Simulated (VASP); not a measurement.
VASP runs on La (dhcp) share one base input (PBE GGA, plane waves, VASP's PBE PAW potentials (set 64)) and change the settings named in each case.

### INCAR
```
NELM=100
PREC=Accurate
SYSTEM=La
LWAVE=.FALSE.
SIGMA=0.1   # width (eV)
LREAL=.FALSE.   # projection in real space or not
LMAXMIX=6
ISIF=2   # forces and stress, cell fixed
LCHARG=.FALSE.
ISMEAR=1
ALGO=Normal
ENCUT=400   # plane-wave cut-off (eV)
LASPH=.TRUE.
GGA=PE   # PBE
EDIFF=1E-6
```

### POSCAR
```
La
24.80640
  0.0775082237  -0.1342481779   0.0000000000
  0.0775082237   0.1342481779   0.0000000000
  0.0000000000   0.0000000000   0.5000000000
La
4
Cart
  0.0000000000   0.0000000000   0.2500000000
  0.0000000000   0.0000000000   0.0000000000
  0.0775082237   0.0447494821   0.1250000000
  0.0775082237  -0.0447494821   0.3750000000
```

### KPOINTS
```
kpoints
0
G
  8 8 3
0 0 0
```

POTCAR, in this order: La (PBE.64 set). Program: vasp_std.

```csv
change,E(σ→0) (eV/atom),pressure (GPa),−TS (eV),irreducible k-points
base run,-4.8736,-1.57,0.0008,20
KPOINTS 2×2×1 Γ-centred mesh,-5.7265,-7.24,-0.0141,2
KPOINTS 3×3×1 Γ-centred mesh,-4.9312,-3.72,-0.0228,3
KPOINTS 4×4×2 Γ-centred mesh,-4.8152,-1.22,-0.0029,8
KPOINTS 7×7×3 Γ-centred mesh,?,?,?,16
KPOINTS 11×11×4 Γ-centred mesh,-4.8721,-1.52,-0.0012,48
KPOINTS 12×12×4 Γ-centred mesh,-4.8720,-1.55,-0.0031,57
KPOINTS 13×13×5 Γ-centred mesh,-4.8709,-1.52,-0.0009,63
```

Problem. What belongs in the gaps?

Solution. 
- KPOINTS 7×7×3 Γ-centred mesh, E(σ→0) (eV/atom): -4.8796
- KPOINTS 7×7×3 Γ-centred mesh, pressure (GPa): -1.58
- KPOINTS 7×7×3 Γ-centred mesh, −TS (eV): 0.0004

Left out are runs that ran out of time, are held back, or changed the cell or the kind of run, fixed moments of cells without a moment, rows past the twelfth, gaps on odd meshes, pressures of charged cells and columns that move by less than the noise.

The compound is La in the dhcp structure. The cell was not relaxed at this level.
